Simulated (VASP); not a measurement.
Here is the system:

```
AlGa3N4
1.0
    5.14637     0.00000    -0.00005
    0.00000     3.16667     0.00000
   -0.00376     0.00000     5.48506
Al Ga N
1 3 4
Cartesian
 -0.00006   1.58334   3.66010
  2.56733   1.58334   1.83896
  2.56559   0.00000   4.56008
  5.14500   0.00000   0.91114
  0.61255   1.58334   1.87133
  0.59891   0.00000   4.52727
  3.19090   0.00000   0.91115
  3.25216   1.58334   3.66004
```

These are r2SCAN meta-GGA, VASP's PBE PAW potentials (set 64) (plane waves; VASP) values and carry that method's errors. Settings: 520 eV cut-off, 5×8×5 Γ-centred mesh, tetrahedra with Blöchl corrections, potentials Al Ga_d N.

### Question
Tabulate the total density of states (states/eV per cell) against energy (eV; zero at the valence-band maximum or, without a gap, the Fermi level).

### Answer

(E (eV), DOS (states/eV)): (-9.97, 0.00); (-9.73, 0.00); (-9.37, 0.00); (-9.13, 0.00); (-8.89, 0.00); (-8.65, 0.00); (-8.29, 0.00); (-8.05, 0.00); (-7.81, 0.00); (-7.45, 0.00); (-7.21, 0.00); (-6.97, 0.00); (-6.73, 0.27); (-6.37, 2.28); (-6.13, 4.61); (-5.89, 4.95); (-5.53, 2.79); (-5.29, 2.24); (-5.05, 3.14); (-4.81, 3.06); (-4.45, 1.46); (-4.21, 1.97); (-3.97, 2.59); (-3.61, 3.25); (-3.37, 2.76); (-3.13, 3.35); (-2.89, 4.22); (-2.53, 4.51); (-2.29, 4.80); (-2.05, 5.23); (-1.69, 5.77); (-1.45, 6.73); (-1.21, 7.22); (-0.85, 3.80); (-0.61, 2.74); (-0.37, 1.96); (-0.13, 0.58); (0.23, 0.00); (0.47, 0.00); (0.71, 0.00); (1.07, 0.00); (1.31, 0.00); (1.55, 0.00); (1.79, 0.00); (2.15, 0.00); (2.39, 0.00); (2.63, 0.00); (2.99, 0.00); (3.23, 0.02); (3.47, 0.05); (3.71, 0.10); (4.07, 0.20); (4.31, 0.25); (4.55, 0.34); (4.91, 0.82); (5.15, 1.60); (5.39, 2.73); (5.63, 3.61); (5.99, 3.63); (6.23, 4.25)
Within 2 eV below the valence-band maximum the largest weight inside VASP's projection spheres is N p.

The structure comes from a computed database's AlGa3N4 entry (Pm); how it stands against other phases isn't given here. It was relaxed first.
